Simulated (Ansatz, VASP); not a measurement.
**Ge17H12 (Ge wire along [110], 17 atoms a period, H-terminated) in two plane-wave programs**

Wanted: the spread between two codes on one cell, functional and k mesh. Of the first pair: The structure shown is the start of the Ansatz relaxation below; VASP solves that cell, so the two are compared at the walk's first step.

Main program and level: Ansatz 0.2.0; plane waves, with VASP 6.6.1 beside it; single point at PBE.

## Step 1: Set-up

The cell holds 29 atoms: 12 H and 17 Ge. Cell: a = 20.121 Å, b = 17.493 Å, c = 4.073 Å, α = 90.0°, β = 90.0°, γ = 90.0°. Vacuum lies along a and b. The structure's axis is c.

## Step 2: Ansatz: relaxation, PBE

Ansatz runs on its PAW soft_1 files.

The two programs are compared at the cell with which this relaxation starts, whose forces are those of its first step.

Contents of input.yaml:

```yaml
crystal:
  lattice:
    - [20.121, 0.0, 0.0]
    - [0.0, 17.493, 0.0]
    - [0.0, 0.0, 4.0729350596]
  atoms:
    - { symbol: H, position: [0.168977685, 0.427195739, 0.0] }
    - { symbol: Ge, position: [0.213740193, 0.500009703, 0.0] }
    - { symbol: Ge, position: [0.428441251, 0.383593563, 0.0] }
    - { symbol: H, position: [0.455245763, 0.805655945, 0.0] }
    - { symbol: Ge, position: [0.500008271, 0.267177423, 0.0] }
    - { symbol: Ge, position: [0.500008271, 0.500009703, 0.0] }
    - { symbol: Ge, position: [0.71470933, 0.383593563, 0.0] }
    - { symbol: H, position: [0.759471837, 0.310779599, 0.0] }
    - { symbol: Ge, position: [0.786276349, 0.500009703, 0.0] }
    - { symbol: H, position: [0.831038857, 0.500009703, 0.312731396] }
    - { symbol: Ge, position: [0.285307212, 0.500009703, 0.5] }
    - { symbol: H, position: [0.312111724, 0.310779599, 0.5] }
    - { symbol: H, position: [0.312111724, 0.689239806, 0.5] }
    - { symbol: Ge, position: [0.356874232, 0.383593563, 0.5] }
    - { symbol: Ge, position: [0.356874232, 0.616425842, 0.5] }
    - { symbol: Ge, position: [0.57157529, 0.267177423, 0.5] }
    - { symbol: Ge, position: [0.57157529, 0.732841982, 0.5] }
    - { symbol: Ge, position: [0.57157529, 0.500009703, 0.5] }
    - { symbol: H, position: [0.616337798, 0.19436346, 0.5] }
    - { symbol: H, position: [0.616337798, 0.805655945, 0.5] }
    - { symbol: Ge, position: [0.64314231, 0.383593563, 0.5] }
    - { symbol: Ge, position: [0.64314231, 0.616425842, 0.5] }
    - { symbol: H, position: [0.831038857, 0.500009703, 0.687268604] }
    - { symbol: H, position: [0.168977685, 0.572823666, 0.0] }
    - { symbol: Ge, position: [0.428441251, 0.616425842, 0.0] }
    - { symbol: H, position: [0.455245763, 0.19436346, 0.0] }
    - { symbol: Ge, position: [0.500008271, 0.732841982, 0.0] }
    - { symbol: Ge, position: [0.71470933, 0.616425842, 0.0] }
    - { symbol: H, position: [0.759471837, 0.689239806, 0.0] }
kpoints:
  mp_grid: { grid: [1, 1, 20] }
scf:
  occupations: { method: fermi_dirac, width: 0.05 }
hamiltonian:
  xc: pbe
  pseudopotentials: { kind: paw, azcp: { folder: soft_1 } }
relax:
  cell: { fix: [a, b, alpha, beta, gamma] }
  max_steps: 45
  f_tol: 0.03
```

On the command line:

```sh
$ ansatz run input.yaml --threads 4 --pin off --max-ram 16384MiB --backend cpu --events-out ev --progress --plain --runs-dir out
```

Numbers of over 12 decimals in the logs are rounded to 6 here.

Output:

```text
Engine: ansatz 0.2.0, aarch64-unknown-linux-gnu
Pseudopotentials: kind: paw
Pseudopotential: H, paw, valence charge 1, recommended cutoff 420 eV (normal), soft_1/H.paw.azcp
Pseudopotential: Ge, paw, valence charge 14, recommended cutoff 420 eV (normal), soft_1/Ge.paw.azcp
Functional definition: PBE
  parameter kappa = 0.804
  parameter beta = 0.066725
  exchange = pbe_x(kappa = kappa, mu = beta*pi^2/3)
  correlation = pbe_c(beta = beta)
Crystal: 29 atoms, lattice volume = 1433.578 Å³
Basis set: ecut = 420 eV, 27989 PW (Γ), exchange–correlation on 270×240×60 points (8 copies of the dense FFT grid, shifted against one another)
Bands: 154, of which v1, the nominal top of the filled ones, is band 125 counted from 1 (124 counted from 0)
Symmetry: 4 space group operations
Space group: Pmm2 (ITA 25), of the structure as read, at distance tolerance 1.1e-4 Å
k-points: 11 of 20
Non-local potential: H, projectors of the file, l = 0: 2, l = 1: 1
Non-local potential: Ge, projectors of the file, l = 0: 2, l = 1: 2, l = 2: 3, l = 3: 1
PAW form: soft (Blöchl's): semilocal exchange-correlation on the pseudo side does not see the compensation charge
PAW one-centre angular grid: H, 110 points (default); XC on 64 Gauss nodes
PAW one-centre angular grid: Ge, 590 points (default); XC on 64 Gauss nodes
Initial density: superposition of atomic densities (neutral atoms: chi_scale 0, normalization atom)
Initial wavefunctions: pseudopotential atomic-orbital guess
Functional: x = pbe(κ = 0.804, μ = 0.219515), c = pbe(β = 0.066725)
SCF iter   1: F=—  HF=-73205.352885 eV  |F-HF|=—  |Δ(HF+E_count)|=         —  Δρ=3.11e-2  dr2=1.17e1  ethr=3.10e-3  ⟨swp⟩=7.0  Hψ=6833  notcnv=0  defer=4
preconditioner: auto → Resta (q_TF=auto, 2.039 Å⁻¹)  ε∞=1.5  [insulator: Δε(μ)=1.303 eV  Ē_g=21.797 eV  σ=0.050 eV  W_gap=1.00  n_scr=220 (ndim 8)  ℏωp=15.5 eV  f_vac=0.594  D(μ)=0.00/eV (n_scr^D=0)  ε∞_Penn≈1.5  vacuum switching on, ρ_ref=3.4e-2 e/Å³]
SCF iter   2: F=—  HF=-73202.853781 eV  |F-HF|=—  |Δ(HF+E_count)|=    2.50e0  Δρ=1.36e-2  dr2=2.68e0  ethr=3.10e-3  ⟨swp⟩=3.0  Hψ=2419  notcnv=0  defer=226
SCF iter   3: F=—  HF=-73202.989917 eV  |F-HF|=—  |Δ(HF+E_count)|=   1.36e-1  Δρ=5.59e-3  dr2=4.26e0  ethr=1.07e-3  ⟨swp⟩=3.7  Hψ=3383  notcnv=0  defer=227
SCF iter   4: F=—  HF=-73202.274916 eV  |F-HF|=—  |Δ(HF+E_count)|=   7.15e-1  Δρ=1.60e-3  dr2=3.98e-2  ethr=1.07e-3  ⟨swp⟩=3.8  Hψ=2423  notcnv=0  defer=220
SCF iter   5: F=—  HF=-73202.278691 eV  |F-HF|=—  |Δ(HF+E_count)|=   3.78e-3  Δρ=7.07e-4  dr2=1.28e-2  ethr=1.59e-5  ⟨swp⟩=2.6  Hψ=2265  notcnv=0  defer=214
SCF iter   6: F=—  HF=-73202.278401 eV  |F-HF|=—  |Δ(HF+E_count)|=   2.91e-4  Δρ=2.85e-4  dr2=2.28e-3  ethr=5.11e-6  ⟨swp⟩=2.0  Hψ=1844  notcnv=0  defer=214
SCF iter   7: F=—  HF=-73202.278445 eV  |F-HF|=—  |Δ(HF+E_count)|=   4.41e-5  Δρ=1.03e-4  dr2=2.27e-4  ethr=9.13e-7  ⟨swp⟩=2.0  Hψ=1774  notcnv=0  defer=214
SCF iter   8: F=—  HF=-73202.278505 eV  |F-HF|=—  |Δ(HF+E_count)|=   5.99e-5  Δρ=4.11e-5  dr2=7.35e-5  ethr=9.09e-8  ⟨swp⟩=2.0  Hψ=1862  notcnv=0  defer=214
SCF iter   9: F=—  HF=-73202.278712 eV  |F-HF|=—  |Δ(HF+E_count)|=   2.07e-4  Δρ=2.07e-5  dr2=4.45e-6  ethr=2.94e-8  ⟨swp⟩=2.0  Hψ=1856  notcnv=0  defer=215
SCF iter  10: F=—  HF=-73202.278717 eV  |F-HF|=—  |Δ(HF+E_count)|=   4.82e-6  Δρ=8.95e-6  dr2=9.08e-7  ethr=1.78e-9  ⟨swp⟩=2.0  Hψ=1917  notcnv=0  defer=215
SCF iter  11: F=-73202.278718 eV  HF=-73202.278718 eV  |F-HF|=2.36e-8  |Δ(HF+E_count)|=   1.12e-6  Δρ=1.93e-6  dr2=8.79e-8  ethr=4.00e-11  ⟨swp⟩=3.0  Hψ=5367  notcnv=0
SCF 1 converged in 11 iterations: F = -73202.278718 eV  dr2 = 8.79e-8
  greatest PAW one-centre occupation: 0.998 electrons in one spin orbital (limit 2), on the Ge atom at site 8 (counted from 0), in its partial waves of l = 2
relax step   1: F+E_penalty+E_count = -73202.27871812 eV  Δ(F+E_penalty+E_count) = +0.000e0 eV  max|allowed force component| = 3.320e-1 eV/Å  Δτ_max = 0.0000 Å  P = -0.401 GPa  Ω = 1433.578 Å³  fix = [a, b, alpha, beta, gamma]  reactions: a -0.492, b -0.566 GPa  (11 SCF iters, dr2 threshold 1.00e-7 eV, accepted)
[...]
relax step   4: F+E_penalty+E_count = -73202.38291650 eV  Δ(F+E_penalty+E_count) = -1.267e-3 eV  max|allowed force component| = 9.617e-3 eV/Å  Δτ_max = 0.0056 Å  P = -0.004 GPa  Ω = 1439.479 Å³  energy of the carried Pulay correction = -7.794e-4 eV  fix = [a, b, alpha, beta, gamma]  reactions: a -0.005, b -0.001 GPa  (6 SCF iters, dr2 threshold 1.45e-7 eV, accepted)
[...]
relax step   5: F+E_penalty+E_count = -73202.38372497 eV  Δ(F+E_penalty+E_count) = -8.085e-4 eV  max|allowed force component| = 9.440e-3 eV/Å  Δτ_max = 0.0000 Å  P = -0.003 GPa  Ω = 1439.479 Å³  fix = [a, b, alpha, beta, gamma]  reactions: a -0.004, b -0.001 GPa  stress off target by 3.33e-3 GPa on what of the cell is left free  SCF on the basis re-selected at this cell (its energy is not comparable with the rows above)  (7 SCF iters)
basis re-selected at this cell: Δ(F+E_penalty+E_count) = -8.085e-4 eV, ΔP = +0.001 GPa vs the last step (what re-selecting the basis moved, of the pressure what is left beyond the Pulay correction that the steps carried, after the strain that the cell walked since its last selection, with what the two solves' SCF thresholds leave and, on support functions, any second-order correction that the steps lacked; it is no m [...]
SCF converged after 7 iterations
Free energy (F): -73202.383725 eV
Harris-Foulkes:  -73202.383725 eV  (|F-HF|=2.02e-8)
Internal energy: -73202.383725 eV  (E = F + TS)
E sigma→0 (E₀):  -73202.383725 eV
Entropy (-TS):   -0.000000 eV (-0.000 meV/atom)
Fermi energy:    -0.517692 eV
--- Per-component energies (eV) ---
  E_band       = -4787.029556
  E_kinetic    = 1723.815595
  E_local      = -166308.180949  (includes V_loc(G=0)·N_el)
  E_nonlocal   = 3716.609869
  E_hartree    = 81147.503730
  E_xc         = -1313.861467
  E_vxc        = -1230.030490  (∫ρ·V_xc dr)
  E_paw        = -34244.924428  (= ΣΔE_a)
  E_vpaw       = -4984.241450  (= ΣTr[D̂ρ^β])
  E_aug_tail   = -0.010838  (compensation charges beyond the density's cutoff)
  E_ewald      = 42076.664763
  E_smearing   = -0.000000  (= −TS)
  E_closure    = 0.000000  (closes the sum)
  Σ components = -73202.383725   (vs F -73202.383725, Δ=0.00e0)
--- Forces (eV/Å), atoms counted from 1 ---
  atom   1  H     -0.00029416    -0.00112105     0.00000000
  atom   2  Ge     0.00530442     0.00000000     0.00000000
  atom   3  Ge    -0.00143162    -0.00077699     0.00000000
  atom   4  H      0.00006380     0.00051176     0.00000000
  atom   5  Ge     0.00233756     0.00120859     0.00000000
  atom   6  Ge     0.00190950     0.00000000     0.00000000
  atom   7  Ge    -0.00250292     0.00111505     0.00000000
  atom   8  H      0.00347850     0.00160322     0.00000000
  atom   9  Ge    -0.00834817     0.00000000     0.00000000
  atom  10  H      0.00123594     0.00000000     0.00943958
  atom  11  Ge    -0.00000148     0.00000000     0.00000000
  atom  12  H     -0.00189102     0.00008691     0.00000000
  atom  13  H     -0.00189102    -0.00008691     0.00000000
  atom  14  Ge     0.00195583     0.00078534     0.00000000
  atom  15  Ge     0.00195583    -0.00078534     0.00000000
  atom  16  Ge    -0.00360768     0.00203547     0.00000000
  atom  17  Ge    -0.00360768    -0.00203547     0.00000000
  atom  18  Ge    -0.00059821     0.00000000     0.00000000
  atom  19  H     -0.00044078    -0.00078413     0.00000000
  atom  20  H     -0.00044078     0.00078413     0.00000000
  atom  21  Ge     0.00196346    -0.00190147     0.00000000
  atom  22  Ge     0.00196346     0.00190147     0.00000000
  atom  23  H      0.00123594     0.00000000    -0.00943958
  atom  24  H     -0.00029416     0.00112105     0.00000000
  atom  25  Ge    -0.00143162     0.00077699     0.00000000
  atom  26  H      0.00006380    -0.00051176     0.00000000
  atom  27  Ge     0.00233756    -0.00120859     0.00000000
  atom  28  Ge    -0.00250292    -0.00111505     0.00000000
  atom  29  H      0.00347850    -0.00160322     0.00000000
  max |Σ_I F_I| component: 1.30e-7 eV/Å
--- Stress (GPa, compression-positive) ---
       -0.004462       0.000000       0.000000
        0.000000      -0.000781       0.000000
        0.000000       0.000000      -0.003330
  P = ⅓ Tr σ = -0.0029 GPa (-0.029 kbar)
--- Relaxed structure (4 steps of the walk, 4 accepted, 1 SCFs on fresh bases) ---
  F+E_penalty+E_count = -73202.38372497 eV   max|allowed force component| = 9.440e-3 eV/Å   (the final SCF, on the basis selected at the relaxed cell)
  cell:  # Å, volume = 1439.4786 Å³
    - [20.121, 0.0, 0.0]
    - [0.0, 17.493, 0.0]
    - [0.0, 0.0, 4.089699]
  atoms:
    - { symbol: H, position: [0.171784, 0.428698, 0.0] }
    - { symbol: Ge, position: [0.217493, 0.5, 0.0] }
    - { symbol: Ge, position: [0.429000, 0.384421, 0.0] }
    - { symbol: H, position: [0.456145, 0.802194, 0.0] }
    - { symbol: Ge, position: [0.501110, 0.270233, 0.0] }
    - { symbol: Ge, position: [0.500213, 0.5, 0.0] }
    - { symbol: Ge, position: [0.712060, 0.385900, 0.0] }
    - { symbol: H, position: [0.756308, 0.312888, 0.0] }
    - { symbol: Ge, position: [0.783130, 0.5, 0.0] }
    - { symbol: H, position: [0.829602, 0.5, 0.298632] }
    - { symbol: Ge, position: [0.286353, 0.5, 0.500000] }
    - { symbol: H, position: [0.314700, 0.313586, 0.500000] }
    - { symbol: H, position: [0.314700, 0.686414, 0.500000] }
    - { symbol: Ge, position: [0.359112, 0.386535, 0.500000] }
    - { symbol: Ge, position: [0.359112, 0.613465, 0.500000] }
    - { symbol: Ge, position: [0.570090, 0.270182, 0.500000] }
    - { symbol: Ge, position: [0.570090, 0.729818, 0.500000] }
    - { symbol: Ge, position: [0.571189, 0.5, 0.500000] }
    - { symbol: H, position: [0.615060, 0.197747, 0.500000] }
    - { symbol: H, position: [0.615060, 0.802253, 0.500000] }
    - { symbol: Ge, position: [0.642227, 0.384230, 0.500000] }
    - { symbol: Ge, position: [0.642227, 0.615770, 0.500000] }
    - { symbol: H, position: [0.829602, 0.5, 0.701368] }
    - { symbol: H, position: [0.171784, 0.571302, 0.0] }
    - { symbol: Ge, position: [0.429000, 0.615579, 0.0] }
    - { symbol: H, position: [0.456145, 0.197806, 0.0] }
    - { symbol: Ge, position: [0.501110, 0.729767, 0.0] }
    - { symbol: Ge, position: [0.712060, 0.614100, 0.0] }
    - { symbol: H, position: [0.756308, 0.687112, 0.0] }
```

The column dr2 measures how far the density is from self-consistency, as an energy; F and HF (Harris–Foulkes) agree once it is small.

(Continued in part 2 of 3.)

[Lines on the potential files, build, host, timing and source positions are cut from VASP's logs without a mark.]

[Logs are printed without paths, hosts, clocks, repeated set-up lines and the standing remarks that a program may print on its own settings, such as how far it seeks lower states.]

[Hosts, paths, dates, database ids (printed as entryN), source tags and the programs' standing remarks are cut or masked in the printed files.]
